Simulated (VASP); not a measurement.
Crystal: Ga2GeSe2.

```xyz
5
Lattice="3.9328 0.0000 0.0000 0.0000 3.9328 0.0000 0.0000 0.0000 7.6070" Properties=species:S:1:pos:R:3 pbc="T T T"
Ga    0.0000    0.0000    3.8035
Ga    1.9664    1.9664    3.8035
Ge    1.9664    1.9664    0.0000
Se    1.9664    1.9664    1.8149
Se    1.9664    1.9664    5.7921
```

The cell was built by a generator and needn't be a form met in nature.

- Program: VASP 6.6.1
- Task: relaxation of cell and atoms
- Functional: PBE
- Potentials or basis: VASP PAW PBE potentials, release 64 (Ga_d, Ge_d, Se)
- Cutoff: 520 eV
- k mesh: 4 × 4 × 2
- Occupations: gaussian, width 0.15 eV
- Spin: no spin polarisation

At the start: pressure 46.1 GPa; volume 23.53 Å³/atom.

Problem. Where does the relaxation end?

Solution. Over 18 steps the energy falls by 2139.7 meV/atom and the volume is 31.11 Å³/atom (+32.2 %); space group P4/mmm (No. 123, to 0.05 Å).

Step by step:
```csv
step,energy change (eV),largest force (eV/Å),pressure (GPa),volume (Å³)
1,0.0000,7.2503,46.09,117.66
2,-0.2184,0.6265,-19.57,232.39
3,-9.5274,0.3229,-4.73,168.82
4,-9.8904,0.6470,-3.61,163.51
5,-10.1682,2.2456,3.94,145.83
6,-10.2788,1.4442,-0.40,153.90
7,-10.3006,1.6263,0.39,152.05
8,-10.3027,1.6908,1.05,151.37
9,-10.4853,1.0302,-0.82,154.84
10,-10.5363,0.6637,-1.70,157.42
11,-10.6656,0.4128,-0.65,155.57
12,-10.6959,0.0822,-0.01,154.26
13,-10.6957,0.0540,0.63,154.20
14,-10.6982,0.0701,-0.28,155.72
15,-10.6982,0.0691,0.64,155.35
16,-10.6983,0.0692,-0.29,155.59
17,-10.6982,0.0699,0.45,155.47
18,-10.6983,0.0685,0.28,155.54
```

Final structure:
```xyz
5
Lattice="3.9946 0.0000 0.0000 0.0000 3.9946 0.0000 0.0000 0.0000 9.7474" Properties=species:S:1:pos:R:3 pbc="T T T"
Ga    0.0000    0.0000    4.8737
Ga    1.9973    1.9973    4.8737
Ge    1.9973    1.9973    0.0000
Se    1.9973    1.9973    2.3913
Se    1.9973    1.9973    7.3561
```

Caveat: the k mesh is coarse (spacing up to 0.41 Å⁻¹), so the values aren't converged; the volume moved by over 15 % at a fixed basis, so the end points are rough.
